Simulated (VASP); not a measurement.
Input:

```yaml
crystal:
  lattice:
    - [5.40124, 0.00000, 0.00000]
    - [0.00000, 5.40124, 0.00000]
    - [0.00000, 0.00000, 5.40124]
  atoms:
    - { symbol: Fe, position: [0.00000, 0.50000, 0.50000] }
    - { symbol: Fe, position: [0.50000, 0.00000, 0.50000] }
    - { symbol: Fe, position: [0.00000, 0.00000, 0.00000] }
    - { symbol: Fe, position: [0.50000, 0.50000, 0.00000] }
    - { symbol: S, position: [0.61691, 0.88309, 0.11691] }
    - { symbol: S, position: [0.11691, 0.61691, 0.88309] }
    - { symbol: S, position: [0.61691, 0.61691, 0.61691] }
    - { symbol: S, position: [0.38309, 0.38309, 0.38309] }
    - { symbol: S, position: [0.88309, 0.11691, 0.61691] }
    - { symbol: S, position: [0.88309, 0.38309, 0.11691] }
    - { symbol: S, position: [0.11691, 0.88309, 0.38309] }
    - { symbol: S, position: [0.38309, 0.11691, 0.88309] }
```

All values below come from PBE GGA, VASP's PBE PAW potentials (set 64) (plane waves; VASP 6.6.1). Numerical set-up: 400 eV cut-off, 4×4×4 Γ-centred mesh, Gaussian smearing of 0.050 eV, potentials Fe S.

### Question
What does the run give for the energy per atom (σ→0), band gap (on the k-mesh) with the smallest direct gap where there is one?

### Answer

| Item | Result |
|---|---|
| band gap (on the k-mesh) | 0.46 eV |
| smallest direct gap (on the k-mesh) | 0.50 eV |
| energy per atom (σ→0) | -6.009 eV/atom |

The absolute energy has meaning only against runs of the same code, potentials and settings.

The compound is FeS2 in the pyrite structure. It was relaxed first. The start is the result of an earlier pass. The run is not spin-polarised, so no magnetic state was tried.
